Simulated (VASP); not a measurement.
Calculation: modified Becke-Johnson potential (mBJ), VASP's PBE PAW potentials (set 64) (plane waves; VASP).

A VASP calculation is set up with these files.

KPOINTS:
```
Automatic mesh
0
Gamma
6 6 6
0 0 0
```

INCAR:
```
NELM=300   ! most electronic steps
PREC=Accurate
ALGO=Normal   ! blocked Davidson
LASPH=T
IMIX=1
LWAVE=F
EDIFF=1E-6   ! SCF stop (eV)
ISMEAR=0   ! Gaussian
SIGMA=0.05
LMAXMIX=4
ISIF=0
ENCUT=520   ! plane-wave cut-off (eV)
LREAL=F   ! projection in real space or not
SYSTEM=KBr
LMIXTAU=T
METAGGA=MBJ
LCHARG=F
AMIX=0.1
```

File KPOINTS_OPT:
```
k-points along high-symmetry lines
11
Line-mode
Reciprocal
  0.000000   0.000000   0.000000 ! GAMMA
  0.500000   0.000000   0.500000 ! X

  0.500000   0.000000   0.500000 ! X
  0.625000   0.250000   0.625000 ! U

  0.375000   0.375000   0.750000 ! K
  0.000000   0.000000   0.000000 ! GAMMA

  0.000000   0.000000   0.000000 ! GAMMA
  0.500000   0.500000   0.500000 ! L

  0.500000   0.500000   0.500000 ! L
  0.500000   0.250000   0.750000 ! W

  0.500000   0.250000   0.750000 ! W
  0.500000   0.000000   0.500000 ! X
```

File POSCAR:
```
KBr
1
    0.0000000000     3.3526307467     3.3526307467
    3.3526307467     0.0000000000     3.3526307467
    3.3526307467     3.3526307467     0.0000000000
K Br
1 1
Direct
  0.0000000000   0.0000000000   0.0000000000
  0.5000000000   0.5000000000   0.5000000000
```

POTCAR, in this order: K_sv Br (PBE.64 set). Program: vasp_std. Read from the step before: WAVECAR.

What VASP printed:

**OSZICAR**
```
...
DAV: 217     0.181573564877E+03   -0.91217E+01   -0.29626E+02   404   0.192E+02    0.319E+02
DAV: 218     0.191680767413E+03    0.10107E+02   -0.14603E+02   404   0.109E+02    0.182E+02
DAV: 219     0.153517390497E+03   -0.38163E+02   -0.72091E+02   480   0.426E+02    0.314E+02
DAV: 220     0.173498485671E+03    0.19981E+02   -0.67559E+02   384   0.251E+02    0.158E+02
DAV: 221     0.179620276507E+03    0.61218E+01   -0.42547E+02   524   0.103E+02    0.924E+01
DAV: 222     0.189722500911E+03    0.10102E+02   -0.11194E+02   428   0.656E+01    0.103E+02
DAV: 223     0.190642726909E+03    0.92023E+00   -0.66500E+01   384   0.402E+01    0.127E+02
DAV: 224     0.183008686465E+03   -0.76340E+01   -0.55419E+01   404   0.507E+01    0.874E+01
DAV: 225     0.186641769046E+03    0.36331E+01   -0.42936E+01   396   0.355E+01    0.110E+02
DAV: 226     0.182473408853E+03   -0.41684E+01   -0.19113E+02   428   0.176E+02    0.164E+02
DAV: 227     0.188385501086E+03    0.59121E+01   -0.15588E+02   420   0.102E+02    0.357E+01
DAV: 228     0.182557965973E+03   -0.58275E+01   -0.74353E+01   412   0.514E+01    0.559E+01
DAV: 229     0.189140741684E+03    0.65828E+01   -0.31257E+01   388   0.375E+01    0.121E+02
DAV: 230     0.189059064634E+03   -0.81677E-01   -0.34896E+01   384   0.567E+01    0.224E+00
DAV: 231     0.187240402978E+03   -0.18187E+01   -0.93421E+00   396   0.191E+01    0.143E+01
DAV: 232     0.189549606803E+03    0.23092E+01   -0.32749E+00   392   0.118E+01    0.218E+01
DAV: 233     0.189301061849E+03   -0.24854E+00   -0.30318E+00   384   0.973E+00    0.273E+01
DAV: 234     0.187923540886E+03   -0.13775E+01   -0.27168E+00   412   0.151E+01    0.475E+01
DAV: 235     0.188080499257E+03    0.15696E+00   -0.17453E+00   392   0.131E+01    0.719E+01
DAV: 236     0.187510363576E+03   -0.57014E+00   -0.17387E+00   392   0.117E+01    0.879E+01
DAV: 237     0.182190095985E+03   -0.53203E+01   -0.11320E+02   384   0.127E+02    0.117E+02
DAV: 238     0.187792151745E+03    0.56021E+01   -0.90810E+01   384   0.812E+01    0.532E+01
DAV: 239     0.184640937906E+03   -0.31512E+01   -0.30628E+01   392   0.384E+01    0.863E+01
DAV: 240     0.186443984128E+03    0.18030E+01   -0.62773E+01   396   0.751E+01    0.600E+01
DAV: 241     0.186735913459E+03    0.29193E+00   -0.63326E+01   396   0.612E+01    0.888E+01
DAV: 242     0.185544118106E+03   -0.11918E+01   -0.44362E+01   392   0.535E+01    0.241E+01
DAV: 243     0.187760101447E+03    0.22160E+01   -0.14469E+01   396   0.228E+01    0.107E+01
DAV: 244     0.187645904277E+03   -0.11420E+00   -0.11239E+01   384   0.337E+01    0.595E+01
DAV: 245     0.954651941125E+02   -0.92181E+02   -0.67881E+02   504   0.335E+02    0.856E+01
DAV: 246     0.161184027817E+03    0.65719E+02   -0.92273E+02   392   0.210E+02    0.103E+02
DAV: 247     0.183139251550E+03    0.21955E+02   -0.53886E+02   492   0.136E+02    0.517E+01
DAV: 248     0.186976060541E+03    0.38368E+01   -0.11745E+02   416   0.836E+01    0.133E+01
DAV: 249     0.189229343861E+03    0.22533E+01   -0.43638E+01   384   0.383E+01    0.127E+01
DAV: 250     0.186031856872E+03   -0.31975E+01   -0.34287E+01   396   0.451E+01    0.131E+01
DAV: 251     0.187284559798E+03    0.12527E+01   -0.20834E+01   396   0.291E+01    0.595E+01
DAV: 252     0.188358540982E+03    0.10740E+01   -0.11798E+01   416   0.193E+01    0.772E+01
DAV: 253     0.185728905332E+03   -0.26296E+01   -0.93928E+00   388   0.256E+01    0.825E+01
DAV: 254     0.186483166500E+03    0.75426E+00   -0.38945E+01   388   0.578E+01    0.467E+01
DAV: 255     0.179779082572E+03   -0.67041E+01   -0.62882E+01   420   0.931E+01    0.137E+02
DAV: 256     0.186832234216E+03    0.70532E+01   -0.13161E+02   404   0.921E+01    0.152E+01
DAV: 257     0.184679839620E+03   -0.21524E+01   -0.57395E+01   400   0.493E+01    0.672E+01
DAV: 258     0.187514395536E+03    0.28346E+01   -0.18749E+01   428   0.285E+01    0.957E+01
DAV: 259     0.187753987163E+03    0.23959E+00   -0.43427E+01   392   0.732E+01    0.497E+01
DAV: 260     0.182016963726E+03   -0.57370E+01   -0.34764E+01   392   0.634E+01    0.125E+02
DAV: 261     0.187997166438E+03    0.59802E+01   -0.94203E+01   384   0.857E+01    0.547E+01
DAV: 262     0.185997112835E+03   -0.20001E+01   -0.25940E+01   400   0.348E+01    0.863E+01
DAV: 263     0.186600734662E+03    0.60362E+00   -0.66727E+01   396   0.818E+01    0.744E+01
DAV: 264     0.186942855483E+03    0.34212E+00   -0.68019E+01   404   0.656E+01    0.882E+01
DAV: 265     0.186504054083E+03   -0.43880E+00   -0.53028E+01   408   0.605E+01    0.480E+01
DAV: 266     0.187374187007E+03    0.87013E+00   -0.18597E+01   416   0.337E+01    0.592E+01
DAV: 267     0.187013925759E+03   -0.36026E+00   -0.60388E+01   384   0.640E+01    0.918E+01
DAV: 268     0.186796649974E+03   -0.21728E+00   -0.43733E+01   408   0.543E+01    0.330E+01
DAV: 269     0.188293213876E+03    0.14966E+01   -0.11322E+01   412   0.252E+01    0.343E+01
DAV: 270     0.180465733011E+03   -0.78275E+01   -0.53292E+01   404   0.922E+01    0.123E+02
DAV: 271     0.187785892339E+03    0.73202E+01   -0.12136E+02   388   0.951E+01    0.294E+01
DAV: 272     0.186559021107E+03   -0.12269E+01   -0.41883E+01   412   0.410E+01    0.757E+01
DAV: 273    -0.875163090217E+03   -0.10617E+04   -0.11488E+04   532   0.194E+03    0.104E+02
DAV: 274    -0.175956231050E+04   -0.88440E+03   -0.39535E+03   508   0.230E+03    0.156E+02
DAV: 275     0.476653635716E+02    0.18072E+04   -0.67603E+03   384   0.617E+02    0.489E+01
DAV: 276     0.187527594255E+03    0.13986E+03   -0.10615E+03   560   0.123E+02    0.189E+02
DAV: 277     0.195073277536E+03    0.75457E+01   -0.11567E+02   484   0.872E+01    0.106E+02
DAV: 278     0.195105728056E+03    0.32451E-01   -0.70456E+01   408   0.582E+01    0.139E+01
DAV: 279     0.192775236923E+03   -0.23305E+01   -0.69172E+01   420   0.729E+01    0.178E+02
DAV: 280     0.197277372760E+03    0.45021E+01   -0.19152E+01   404   0.296E+01    0.142E+02
DAV: 281     0.185256732651E+03   -0.12021E+02   -0.10184E+02   384   0.142E+02    0.375E+02
DAV: 282     0.196765354421E+03    0.11509E+02   -0.14137E+02   392   0.105E+02    0.126E+02
DAV: 283     0.191896818952E+03   -0.48685E+01   -0.69951E+01   404   0.760E+01    0.719E+01
DAV: 284    -0.869594702167E+02   -0.27886E+03   -0.34963E+03   520   0.913E+02    0.356E+02
DAV: 285     0.110401942100E+03    0.19736E+03   -0.31999E+03   396   0.395E+02    0.126E+02
DAV: 286     0.190631388613E+03    0.80229E+02   -0.10246E+03   596   0.137E+02    0.731E+01
DAV: 287     0.193001136284E+03    0.23697E+01   -0.16286E+02   460   0.940E+01    0.133E+02
DAV: 288     0.187894617769E+03   -0.51065E+01   -0.77636E+01   404   0.588E+01    0.189E+02
DAV: 289     0.188021056656E+03    0.12644E+00   -0.99308E+01   392   0.847E+01    0.109E+01
DAV: 290     0.190718975906E+03    0.26979E+01   -0.60465E+01   392   0.567E+01    0.695E+01
DAV: 291     0.191724217125E+03    0.10052E+01   -0.66159E+01   412   0.525E+01    0.790E+01
DAV: 292     0.187448360620E+03   -0.42759E+01   -0.48653E+01   412   0.471E+01    0.706E+01
DAV: 293     0.188204793938E+03    0.75643E+00   -0.78381E+01   396   0.695E+01    0.752E+01
DAV: 294     0.188934942498E+03    0.73015E+00   -0.83248E+01   400   0.663E+01    0.120E+02
DAV: 295     0.181821465028E+03   -0.71135E+01   -0.21750E+02   392   0.163E+02    0.246E+02
DAV: 296     0.188187484792E+03    0.63660E+01   -0.41047E+01   388   0.436E+01    0.149E+02
DAV: 297     0.192064173778E+03    0.38767E+01   -0.68463E+01   392   0.619E+01    0.170E+01
DAV: 298     0.188075396894E+03   -0.39888E+01   -0.44153E+01   396   0.561E+01    0.830E+01
DAV: 299     0.168727677936E+03   -0.19348E+02   -0.35073E+02   396   0.217E+02    0.294E+02
DAV: 300     0.185054744436E+03    0.16327E+02   -0.24730E+02   400   0.904E+01
   1 F= 0.18505474E+03 E0= 0.18505492E+03  d E =-.357134E-03
       N       E                     dE             ncg
       N       E                     dE             ncg
       N       E                     dE             ncg
       N       E                     dE             ncg
       N       E                     dE             ncg
```

**OUTCAR**
```
------------------------ aborting loop EDIFF was not reached (unconverged)  ----------------------------
  volume of cell :       75.37
      direct lattice vectors                 reciprocal lattice vectors
     0.000000000  3.352630747  3.352630747    -0.149136615  0.149136615  0.149136615
     3.352630747  0.000000000  3.352630747     0.149136615 -0.149136615  0.149136615
     3.352630747  3.352630747  0.000000000     0.149136615  0.149136615 -0.149136615
  FREE ENERGIE OF THE ION-ELECTRON SYSTEM (eV)
  ---------------------------------------------------
  free  energy   TOTEN  =       185.0547444357 eV

  energy  without entropy=      185.0551015699  energy(sigma->0) =      185.05492300

     CMBJ =    1.0000

     CMBJA=   -0.0120

     CMBJB=    1.0230

     CMBJE=    0.5000

    CMBJ =    2.0000
```
(Selected blocks of OUTCAR.)

File stdout:
```
...
DAV: 292     0.187448360620E+03   -0.42759E+01   -0.48653E+01   412   0.471E+01    0.706E+01
DAV: 293     0.188204793938E+03    0.75643E+00   -0.78381E+01   396   0.695E+01    0.752E+01
DAV: 294     0.188934942498E+03    0.73015E+00   -0.83248E+01   400   0.663E+01    0.120E+02
DAV: 295     0.181821465028E+03   -0.71135E+01   -0.21750E+02   392   0.163E+02    0.246E+02
DAV: 296     0.188187484792E+03    0.63660E+01   -0.41047E+01   388   0.436E+01    0.149E+02
DAV: 297     0.192064173778E+03    0.38767E+01   -0.68463E+01   392   0.619E+01    0.170E+01
DAV: 298     0.188075396894E+03   -0.39888E+01   -0.44153E+01   396   0.561E+01    0.830E+01
DAV: 299     0.168727677936E+03   -0.19348E+02   -0.35073E+02   396   0.217E+02    0.294E+02
DAV: 300     0.185054744436E+03    0.16327E+02   -0.24730E+02   400   0.904E+01

 -----------------------------------------------------------------------------
|                                                                             |
|           W    W    AA    RRRRR   N    N  II  N    N   GGGG   !!!           |
|           W    W   A  A   R    R  NN   N  II  NN   N  G    G  !!!           |
|           W    W  A    A  R    R  N N  N  II  N N  N  G       !!!           |
|           W WW W  AAAAAA  RRRRR   N  N N  II  N  N N  G  GGG   !            |
|           WW  WW  A    A  R   R   N   NN  II  N   NN  G    G                |
|           W    W  A    A  R    R  N    N  II  N    N   GGGG   !!!           |
|                                                                             |
|     The electronic self-consistency was not achieved in the given           |
|     number of steps (NELM). The forces and other quantities evaluated       |
|     might not be reliable so examine the results carefully. If you find     |
|     spurious results, we suggest increasing NELM, if you were close to      |
|     convergence or switching to a different ALGO or adjusting the           |
|     density mixing parameters otherwise.                                    |
|                                                                             |
 -----------------------------------------------------------------------------

   1 F= 0.18505474E+03 E0= 0.18505492E+03  d E =-.357134E-03
 Start KPOINTS_OPT (optional k-point list driver)
k-point batch [1-16\66]
       N       E                     dE             ncg
k-point batch [17-32\66]
       N       E                     dE             ncg
k-point batch [33-48\66]
       N       E                     dE             ncg
k-point batch [49-64\66]
       N       E                     dE             ncg
k-point batch [65-66\66]
       N       E                     dE             ncg
```

Convergence was not reached.

mBJ is a potential without an energy functional, so only the levels count.

The compound is KBr in the rock salt structure. It was relaxed first. The cell's shape comes from a PBE relaxation.
